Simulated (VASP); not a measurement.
An input for Ansatz (written as the equivalent of a VASP run, and not itself run):

Ansatz 0.2 input:
```yaml
crystal:
  lattice:
    - [4.0085181, 1.9954506, 1.9954506]
    - [1.9954506, 4.0085181, 1.9954506]
    - [1.9954506, 1.9954506, 4.0085181]
  atoms:
    - { symbol: Ni, position: [0.0000000, 0.0000000, 0.0000000], spin: 1.3 }
    - { symbol: Ni, position: [0.5000000, 0.5000000, 0.5000000], spin: -1.3 }
    - { symbol: O, position: [0.2500000, 0.2500000, 0.2500000] }
    - { symbol: O, position: [0.7500000, 0.7500000, 0.7500000] }
kpoints:
  mp_grid: { grid: [9, 9, 9] }
hamiltonian:
  xc: pbesol
  pseudopotentials: { kind: paw }
magnetization: { spin_polarized: true }
scf:
  occupations: { method: gaussian, width: 0.05 }
  max_iter: 100
relax:
  max_steps: 40
  f_tol: 0.02
  cell: { p_target: 20 }
output: { forces: true, stress: true, eigenvalues: true }
```

### Question
Write the VASP files for the same calculation (PBEsol).

### Answer
One answer among several that fit: 
### KPOINTS
```
Automatic mesh
0
Gamma
9 9 9
0 0 0
```

### INCAR
```
EDIFF  =  1E-6   ! SCF stop (eV)
NELM  =  100
NSW  =  40   ! most ionic steps
GGA  =  PS   ! PBEsol
LMAXMIX  =  4   ! l cut-off of mixed one-centre charges
ISMEAR  =  0
LWAVE  =  .FALSE.
ISPIN  =  2
IBRION  =  2   ! conjugate gradients
SYSTEM  =  NiO
SIGMA  =  0.05   ! width (eV)
ALGO  =  Normal
LORBIT  =  10
LCHARG  =  .FALSE.
PSTRESS  =  200   ! kbar
EDIFFG  =  -0.02   ! ionic stop
LREAL  =  .FALSE.
ENCUT  =  620
LASPH  =  .TRUE.   ! aspherical one-centre terms
PREC  =  Accurate
ISIF  =  3   ! ions, shape and volume
MAGMOM  =  1.3 -1.3 0.0 0.0
```

### POSCAR
```
NiO
1
    4.0085180952     1.9954506185     1.9954506185
    1.9954506185     4.0085180952     1.9954506185
    1.9954506185     1.9954506185     4.0085180952
Ni O
2 2
Direct
  0.0000000000   0.0000000000   0.0000000000
  0.5000000000   0.5000000000   0.5000000000
  0.2500000000   0.2500000000   0.2500000000
  0.7500000000   0.7500000000   0.7500000000
```

POTCAR, in this order: Ni O (PBE.64 set). Program: vasp_std.

What does not carry over: each code has its own PAW files, so the cut-off isn't converted (ENCUT is set for VASP's; basis.ecutwfc is left out, and Ansatz then takes the one that its files recommend); Ansatz stops its SCF on the density residual and VASP on the energy change (EDIFF).

The compound is NiO in the rock salt, AFM-II order structure. It was relaxed first under an external pressure of 20 GPa.
